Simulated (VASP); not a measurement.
```
CELL_PARAMETERS angstrom
      0.00000     2.86531     2.86531
      2.86531     0.00000     2.86531
      2.86531     2.86531     0.00000
ATOMIC_POSITIONS crystal
  Eu 0.00000 0.00000 0.00000
  S  0.50000 0.50000 0.50000
```

These are optB88-vdW, VASP's PBE PAW potentials (set 64) (plane waves; VASP) values and carry that method's errors. Numerical set-up: 520 eV cut-off, 8×8×8 Γ-centred mesh, Gaussian smearing of 0.050 eV, potentials Eu_2 S.

The 4f electrons are frozen in the core of the lanthanide potential, so 4f levels, which can set the real gap, and their magnetism are missing.

**Question.** Predict the energy per atom (σ→0), pressure, band gap (on the k-mesh) with the smallest direct gap where there is one.

**Answer.** 
- band gap (on the k-mesh) = 1.81 eV
- smallest direct gap (on the k-mesh) = 2.21 eV
- energy per atom (σ→0) = -3.417 eV/atom
- pressure = 44.1 kbar

The compound is EuS in the rock salt structure. This cell is one point of a volume scan, at 0.94 of the reference volume.
